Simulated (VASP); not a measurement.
HfIn4SiO6:

```
Hf In Si O
1.0
     5.33162    0.01593   -0.04837
    -2.57933    4.88198   -0.01914
    -1.51813   -1.22216    9.45525
Hf In Si O
1 4 1 6
Direct
  0.23802 0.06928 0.40279
  0.14547 0.57471 0.87038
  0.52445 0.72220 0.34881
  0.57313 0.31316 0.12096
  0.88250 0.38531 0.56415
  0.88112 0.94770 0.03773
  0.26442 0.40613 0.48868
  0.95713 0.78886 0.48788
  0.83989 0.63938 0.98584
  0.99055 0.00270 0.21370
  0.13665 0.20373 0.97864
  0.56667 0.94684 0.00044
```

The cell was built by a generator and needn't be a form met in nature.

Base run:

```yaml
Program: VASP 6.6.1
Functional: PBE
Dispersion: TS
Potentials_or_basis: VASP PAW PBE potentials, release 64 (Hf_pv, In_d, Si, O)
Cutoff: 520 eV
k_mesh: 6 × 6 × 3
Occupations: fermi-dirac, width 0.05 eV
Spin: no spin polarisation
```

Its results: band gap on the k mesh 1.10 eV, indirect (least direct gap 1.24 eV); pressure -1.4 GPa; largest force 0.201 eV/Å.

Q: The run is repeated on the same cell with these changes: dispersion from TS to none. What comes out?

A: Band gap on the k mesh 1.10 eV, indirect (least direct gap 1.24 eV); pressure -0.1 GPa; largest force 0.157 eV/Å.

Dispersion adds attraction, which lowers the pressure at fixed volume.

Caveats: spin-orbit coupling is left out, which moves the levels of the heavy elements; an odd mesh through Γ misses points on the zone boundary, where band edges often lie.
